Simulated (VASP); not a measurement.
# Relaxed cell of SiNi: a test of cutoff and mesh, part 2 of 2

Aim: test the relaxed volume of SiNi against cutoff and mesh. The starting structure is a measured crystal structure from the Crystallography Open Database. The first relaxation on each setting starts from this cell expanded by 3 % in volume.

VASP 6.6.1.

Results so far: reference 11.82 Å³ an atom; a cutoff of 270 eV 11.70 Å³ an atom.

### 4. Relaxation with a 3×5×3 mesh

Level of this step: PBEsol, spin-polarised from an antiferromagnetic start; plane waves and PAW (Ni, Si) (VASP).

Against step 2 the input has a 3×5×3 mesh (also changed: KPAR and NCORE). This run starts from the cell of an earlier relaxation, which isn't shown; the restart sets up the plane waves anew.

Input file INCAR:

```
SYSTEM = SiNi
PREC = Accurate
ENCUT = 450
EDIFF = 1E-06
NELM = 100
ISMEAR = 0
SIGMA = 0.05
LREAL = .FALSE.
ALGO = Normal
GGA = PS
NBANDS = 40
ISPIN = 2
MAGMOM = 1 -1 1 -1 0 0 0 0
LASPH = .TRUE.
LMAXMIX = 4
LORBIT = 11
LWAVE = .FALSE.
LCHARG = .FALSE.
KPAR = 4
NCORE = 2
IBRION = 2
NSW = 50
ISIF = 3
EDIFFG = -0.006
```

Input file POSCAR:

```
SiNi
1.0
    5.2780568647      0.0000000000      0.0000000000
    0.0000000000      3.2090214387      0.0000000000
    0.0000000000      0.0000000000      5.5866832662
Ni Si
4 4
Direct
    0.9921092559      0.7500000000      0.8131877021
    0.5078907441      0.2500000000      0.3131877021
    0.4921092559      0.7500000000      0.6868122979
    0.0078907441      0.2500000000      0.1868122979
    0.6814724875      0.2500000000      0.9217203829
    0.8185275125      0.7500000000      0.4217203829
    0.1814724875      0.2500000000      0.5782796171
    0.3185275125      0.7500000000      0.0782796171
```

Input file KPOINTS:

```
Automatic mesh
0
Gamma
3 5 3
0 0 0
```

Potentials, in the order of the species: Ni and Si (PBE family, release 64).

Run with:

```sh
> mpirun -np 8 vasp_std
```

The log of the run:

```text
[banner, memory and clock lines left out]
running    8 mpi-ranks, on    1 nodes
[...]
[... a notice as in an earlier step ...]

 LDA part: xc-table for (Slater+PW92), standard interpolation
 POSCAR, INCAR and KPOINTS ok, starting setup
[...]
entering main loop
       N       E                     dE             d eps       ncg     rms          rms(c)
DAV:   1     0.348310792613E+03    0.34831E+03   -0.21889E+04  1920   0.149E+03
DAV:   2    -0.294190655281E+02   -0.37773E+03   -0.35880E+03  1928   0.334E+02
DAV:   3    -0.587147790847E+02   -0.29296E+02   -0.28264E+02  2240   0.111E+02
DAV:   4    -0.595776562545E+02   -0.86288E+00   -0.86017E+00  2280   0.179E+01
[...]
DAV:  14    -0.522171586162E+02    0.11660E-04   -0.32203E-05  2536   0.752E-02    0.333E-02
DAV:  15    -0.522171525449E+02    0.60713E-05   -0.15961E-05  3040   0.369E-02    0.107E-02
DAV:  16    -0.522171521949E+02    0.35003E-06   -0.23927E-06  1664   0.115E-02
   1 F= -.52217152E+02 E0= -.52217123E+02  d E =-.522172E+02  mag=    -0.0000
[...]
reached required accuracy - stopping structural energy minimisation
```

Elapsed: 13 s, on 8 MPI ranks of AMD EPYC 7R13 (Zen 3), shared host; peak memory 1.5 GiB.

From OUTCAR (step 4):

```text
  Total        0.0154442     -0.0077055     -0.0152904      0.0000000      0.0000000      0.0000000
  in kB        0.2615015     -0.1304701     -0.2588979      0.0000000      0.0000000      0.0000000
  external PRESSURE =      -0.0426222 kB  Pullay stress =       0.0000000 kB

 POSITION                                       TOTAL-FORCE (eV/Angst)
 -----------------------------------------------------------------------------------
      5.23641      2.40677      4.54302        -0.000894      0.000000      0.000009
      2.68068      0.80226      1.74968         0.000894     -0.000000      0.000009
      2.59738      2.40677      3.83700        -0.000894      0.000000     -0.000009
      0.04165      0.80226      1.04366         0.000894     -0.000000     -0.000009
      3.59685      0.80226      5.14936         0.004425      0.000000      0.002027
      4.32023      2.40677      2.35602        -0.004425      0.000000      0.002027
      0.95782      0.80226      3.23067         0.004425      0.000000     -0.002027
      1.68121      2.40677      0.43732        -0.004425      0.000000     -0.002027
 -----------------------------------------------------------------------------------
    total drift:                               -0.000000     -0.000000      0.000000

  FREE ENERGIE OF THE ION-ELECTRON SYSTEM (eV)
  ---------------------------------------------------
  free  energy   TOTEN  =       -52.2171521949 eV

  energy  without entropy=      -52.2170937179  energy(sigma->0) =      -52.21712296

 magnetization (x)
# of ion       s       p       d       tot
------------------------------------------
    1       -0.000  -0.000   0.000   0.000
    2        0.000   0.000  -0.000  -0.000
    3       -0.000  -0.000   0.000   0.000
    4        0.000   0.000  -0.000  -0.000
    5       -0.000  -0.000   0.000  -0.000
    6        0.000   0.000   0.000   0.000
    7       -0.000  -0.000   0.000  -0.000
    8        0.000   0.000   0.000   0.000
--------------------------------------------------
tot          0.000   0.000   0.000   0.000

[... 1 part as in an earlier step ...]

[... 3 further parts left out ...]
[key lines of the parts left out:]
E-fermi :  10.6162
```

With a 3×5×3 mesh the cell ends at 11.828 Å³ an atom, +0.06 % from the reference, a by +2.4 %, b by -2.9 % and c by +0.6 %.

### 5. Relaxation with a cutoff of 600 eV

Against step 2 the input has ENCUT = 600. This run starts from the cell of an earlier relaxation, which isn't shown; the restart sets up the plane waves anew.

INCAR, as its differences from that of step 4:

```diff
@@ -2,3 +2,3 @@
 PREC = Accurate
-ENCUT = 450
+ENCUT = 600
 EDIFF = 1E-06
@@ -18,4 +18,3 @@
 LCHARG = .FALSE.
-KPAR = 4
-NCORE = 2
+KPAR = 8
 IBRION = 2
```

Input file POSCAR:

```
SiNi
1.0
    5.1520790421      0.0000000000      0.0000000000
    0.0000000000      3.3049213130      0.0000000000
    0.0000000000      0.0000000000      5.5535682834
Ni Si
4 4
Direct
    0.9910981615      0.7500000000      0.8127311897
    0.5089018385      0.2500000000      0.3127311897
    0.4910981615      0.7500000000      0.6872688103
    0.0089018385      0.2500000000      0.1872688103
    0.6794617814      0.2500000000      0.9167203582
    0.8205382186      0.7500000000      0.4167203582
    0.1794617814      0.2500000000      0.5832796418
    0.3205382186      0.7500000000      0.0832796418
```

Input file KPOINTS:

```
Automatic mesh
0
Gamma
6 8 6
0 0 0
```

Run with:

```sh
> mpirun -np 8 vasp_std
```

The log of the run:

```text
[... set-up lines as in an earlier step ...]
 entering main loop
       N       E                     dE             d eps       ncg     rms          rms(c)
DAV:   1     0.391957156764E+03    0.39196E+03   -0.26409E+04 12800   0.184E+03
DAV:   2    -0.239728794426E+02   -0.41593E+03   -0.39540E+03 12808   0.378E+02
DAV:   3    -0.586737745535E+02   -0.34701E+02   -0.33297E+02 14712   0.128E+02
DAV:   4    -0.597521306683E+02   -0.10784E+01   -0.10728E+01 15320   0.206E+01
[...]
DAV:  14    -0.522589248259E+02    0.92501E-05   -0.27624E-05 17632   0.704E-02    0.332E-02
DAV:  15    -0.522589183470E+02    0.64789E-05   -0.15924E-05 20048   0.380E-02    0.924E-03
DAV:  16    -0.522589182568E+02    0.90193E-07   -0.21616E-06  9632   0.108E-02
   1 F= -.52258918E+02 E0= -.52258382E+02  d E =-.522589E+02  mag=    -0.0000
[...]
reached required accuracy - stopping structural energy minimisation
```

Wall time 96 s (8 MPI ranks); peak memory 4.8 GiB; 13 min of CPU time.

OUTCAR, selected parts (step 5):

```text
  Total        0.0007561      0.0288952      0.0230412      0.0000000      0.0000000      0.0000000
  in kB        0.0128106      0.4895758      0.3903915      0.0000000      0.0000000      0.0000000
  external PRESSURE =       0.2975926 kB  Pullay stress =       0.0000000 kB

 POSITION                                       TOTAL-FORCE (eV/Angst)
 -----------------------------------------------------------------------------------
      5.10622      2.47869      4.51356         0.002932      0.000000      0.004464
      2.62190      0.82623      1.73677        -0.002932      0.000000      0.004464
      2.53018      2.47869      3.81679         0.002932      0.000000     -0.004464
      0.04586      0.82623      1.04001        -0.002932     -0.000000     -0.004464
      3.50064      0.82623      5.09107         0.001461      0.000000     -0.001531
      4.22748      2.47869      2.31428        -0.001461      0.000000     -0.001531
      0.92460      0.82623      3.23928         0.001461      0.000000      0.001531
      1.65144      2.47869      0.46250        -0.001461      0.000000      0.001531
 -----------------------------------------------------------------------------------
    total drift:                                0.000000     -0.000000     -0.000000

  FREE ENERGIE OF THE ION-ELECTRON SYSTEM (eV)
  ---------------------------------------------------
  free  energy   TOTEN  =       -52.2589182568 eV

  energy  without entropy=      -52.2578459610  energy(sigma->0) =      -52.25838211

[... 3 parts as in an earlier step ...]

[... 2 further parts left out ...]
[key lines of the parts left out:]
E-fermi :  10.6796
```

With a cutoff of 600 eV the cell ends at 11.820 Å³ an atom, -0.01 % from the reference.

### 6. Relaxation with an 8×12×8 mesh

Against step 2 the input has an 8×12×8 mesh. This run starts from the cell of an earlier relaxation, which isn't shown; the restart sets up the plane waves anew.

INCAR, as its differences from that of step 5:

```diff
@@ -2,3 +2,3 @@
 PREC = Accurate
-ENCUT = 600
+ENCUT = 450
 EDIFF = 1E-06
```

Input file POSCAR:

```
SiNi
1.0
    5.0888323898      0.0000000000      0.0000000000
    0.0000000000      3.3620667439      0.0000000000
    0.0000000000      0.0000000000      5.5260087507
Ni Si
4 4
Direct
    0.9904256008      0.7500000000      0.8125188294
    0.5095743992      0.2500000000      0.3125188294
    0.4904256008      0.7500000000      0.6874811706
    0.0095743992      0.2500000000      0.1874811706
    0.6789188386      0.2500000000      0.9129988203
    0.8210811614      0.7500000000      0.4129988203
    0.1789188386      0.2500000000      0.5870011797
    0.3210811614      0.7500000000      0.0870011797
```

Input file KPOINTS:

```
Automatic mesh
0
Gamma
8 12 8
0 0 0
```

Run with:

```sh
> mpirun -np 8 vasp_std
```

The log of the run:

```text
[... set-up lines as in an earlier step ...]
 entering main loop
       N       E                     dE             d eps       ncg     rms          rms(c)
DAV:   1     0.343852471878E+03    0.34385E+03   -0.21771E+04 28000   0.148E+03
DAV:   2    -0.301880819362E+02   -0.37404E+03   -0.35492E+03 28088   0.333E+02
DAV:   3    -0.589360562027E+02   -0.28748E+02   -0.27756E+02 32432   0.110E+02
DAV:   4    -0.597850311684E+02   -0.84897E+00   -0.84558E+00 33368   0.177E+01
[...]
DAV:  14    -0.522683085756E+02    0.10121E-04   -0.30956E-05 37832   0.741E-02    0.331E-02
DAV:  15    -0.522683025476E+02    0.60280E-05   -0.15555E-05 44088   0.347E-02    0.101E-02
DAV:  16    -0.522683023585E+02    0.18909E-06   -0.20194E-06 21496   0.105E-02
   1 F= -.52268302E+02 E0= -.52267548E+02  d E =-.522683E+02  mag=    -0.0000
[... from here on, the cycles between the ionic steps are left out ...]
   2 F= -.52268332E+02 E0= -.52267576E+02  d E =-.295844E-04  mag=     0.0000
   3 F= -.52268342E+02 E0= -.52267586E+02  d E =-.393648E-04  mag=    -0.0000
   4 F= -.52268341E+02 E0= -.52267586E+02  d E =-.384856E-04  mag=     0.0000
   5 F= -.52268328E+02 E0= -.52267574E+02  d E =-.260088E-04  mag=    -0.0000
   6 F= -.52268337E+02 E0= -.52267582E+02  d E =-.342305E-04  mag=    -0.0000
   7 F= -.52268340E+02 E0= -.52267585E+02  d E =-.375904E-04  mag=    -0.0000
   8 F= -.52268340E+02 E0= -.52267585E+02  d E =-.381009E-04  mag=     0.0000
[...]
reached required accuracy - stopping structural energy minimisation
```

Elapsed: 6.7 min, on 8 MPI ranks; peak memory 6 GiB; 54 min of CPU time.

OUTCAR, selected parts (step 6):

```text
  Total       -0.0109841      0.0212945     -0.0391718     -0.0000000      0.0000000      0.0000000
  in kB       -0.1862529      0.3610829     -0.6642216     -0.0000000      0.0000000      0.0000000
  external PRESSURE =      -0.1631305 kB  Pullay stress =       0.0000000 kB

 POSITION                                       TOTAL-FORCE (eV/Angst)
 -----------------------------------------------------------------------------------
      5.03901      2.52148      4.48853         0.000470     -0.000000      0.004106
      2.59246      0.84049      1.72650        -0.000470      0.000000      0.004106
      2.49519      2.52148      3.79757         0.000470     -0.000000     -0.004106
      0.04864      0.84049      1.03553        -0.000470      0.000000     -0.004106
      3.45410      0.84049      5.04354        -0.001992      0.000000     -0.000974
      4.17737      2.52148      2.28151         0.001992     -0.000000     -0.000974
      0.91028      0.84049      3.24255        -0.001992      0.000000      0.000974
      1.63354      2.52148      0.48052         0.001992     -0.000000      0.000974
 -----------------------------------------------------------------------------------
    total drift:                                0.000000      0.000000      0.000000

  FREE ENERGIE OF THE ION-ELECTRON SYSTEM (eV)
  ---------------------------------------------------
  free  energy   TOTEN  =       -52.2683404594 eV

  energy  without entropy=      -52.2668301225  energy(sigma->0) =      -52.26758529

 magnetization (x)
# of ion       s       p       d       tot
------------------------------------------
    1        0.000   0.000   0.000   0.000
    2       -0.000  -0.000  -0.000  -0.000
    3        0.000   0.000   0.000   0.000
    4       -0.000  -0.000  -0.000  -0.000
    5        0.000   0.000   0.000   0.000
    6       -0.000  -0.000   0.000  -0.000
    7        0.000   0.000   0.000   0.000
    8       -0.000  -0.000   0.000  -0.000
--------------------------------------------------
tot          0.000   0.000   0.000   0.000

[... 1 part as in an earlier step ...]

[... 3 further parts left out ...]
[key lines of the parts left out:]
E-fermi :  10.6979
```

With an 8×12×8 mesh the cell ends at 11.811 Å³ an atom, -0.09 % from the reference, a by -1.3 %, b by +1.7 % and c by -0.5 %.

### 7. Comparison

| run | volume (Å³/atom) | change (%) | pressure left (GPa) | core minutes |
| --- | --- | --- | --- | --- |
| reference | 11.821 | - | -0.01 | 59.3 |
| a cutoff of 270 eV | 11.703 | -1.0 | 0.02 | 37.6 |
| a 3×5×3 mesh | 11.828 | 0.06 | 0.0 | 16.3 |
| a cutoff of 600 eV | 11.82 | -0.01 | 0.03 | 98.5 |
| an 8×12×8 mesh | 11.811 | -0.09 | -0.02 | 198.0 |

Core minutes are wall time times ranks, summed over the relaxations behind a row (those for a bulk modulus apart), on shared hosts.

### 8. What came out

```
volume of the reference                          : 11.82 Å³/atom
volume against the reference, a cutoff of 270 eV : -1.00 %
volume against the reference, a 3×5×3 mesh       : +0.06 %
volume against the reference, a cutoff of 600 eV : -0.01 %
volume against the reference, an 8×12×8 mesh     : -0.09 %
```

The volume moves most with a cutoff of 270 eV: -1.00 % against the reference (450 eV, 6×8×6 mesh). On finer settings it changes by -0.01 % with a cutoff of 600 eV and -0.09 % with an 8×12×8 mesh. The axes move most with a 3×5×3 mesh: a by +2.4 %, b by -2.9 % and c by +0.6 %, which partly cancels in the volume. The relaxations stop with up to 0.03 GPa left, which at a bulk modulus of 50 GPa, to name a scale, is 0.06 % of the volume, and more along a soft axis. That understates it: a restart alone still moved the volume by up to 0.5 %. A cell that shrinks at the lower cutoff is the usual mark of Pulay stress, the error that a plane-wave basis makes when it is kept while the volume changes. Further runs on this material are not shown.

[Lines on the potential files, build, host, timing and source positions are cut from VASP's logs without a mark.]

[Logs are printed without paths, hosts, clocks, repeated set-up lines and the standing remarks that a program may print on its own settings, such as how far it seeks lower states.]

[Hosts, paths, dates, database ids (printed as entryN), source tags and the programs' standing remarks are cut or masked in the printed files.]
